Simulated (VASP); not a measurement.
Method: RPBE GGA, VASP's PBE PAW potentials (set 64) (plane waves; VASP). For the first row: Run with 520 eV cut-off, 8×8×8 Γ-centred mesh, Gaussian smearing of 0.050 eV, potentials In_d P.

| system | energy (eV/atom) |
|---|---|
| InP (zinc blende) | -3.8768 |
| In atom | -0.2761 |
| P atom | -1.9312 |

Atoms are spin-polarised in a large box without symmetry, with the spin fixed by Hund's rule, and may not be in the lowest state of each functional; no zero-point energy is added.

Question: What is the cohesive energy per atom of InP?

Answer: The references average (1×(-0.2761) + 1×(-1.9312))/2 = -1.1037 eV, so the cohesive energy is -1.1037 − (-3.8768) = 2.773 eV/atom. Measured: 3.470 eV/atom at 0 K (as given by Daniel Mejia-Rodriguez et al., Physical Review B (2018), arXiv:1807.09216; static lattice: zero-point vibration energy added).
